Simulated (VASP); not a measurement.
Input:

```
Mo3Si
1.0
    4.88970     0.00000     0.00000
    0.00000     4.88970     0.00000
    0.00000     0.00000     4.88970
Si Mo
2 6
Cartesian
  2.44485   2.44485   2.44485
  0.00000   0.00000   0.00000
  0.00000   2.44485   1.22243
  0.00000   2.44485   3.66728
  1.22243   0.00000   2.44485
  3.66728   0.00000   2.44485
  2.44485   1.22243   0.00000
  2.44485   3.66728   0.00000
```

The numbers are results of PBE GGA, VASP's PBE PAW potentials (set 64) (plane waves; VASP 6.6.1), not measurements. Run with 300 eV cut-off, 5×5×5 Γ-centred mesh, Fermi-Dirac smearing of 0.14 eV, potentials Si Mo_sv.

At this cut-off the stress carries a Pulay error, which pulls relaxed volumes low.

**Question.** Give the stress tensor in GPa (positive for a compressed cell).

**Answer.** 
```
2.37  0.00  0.00
0.00  2.37  0.00
0.00  0.00  2.37
```
The pressure is its mean diagonal, 2.37 GPa.

The structure comes from a computed database's SiMo3 entry (Pm-3n); how it stands against other phases isn't given here. The cell was not relaxed at this level.
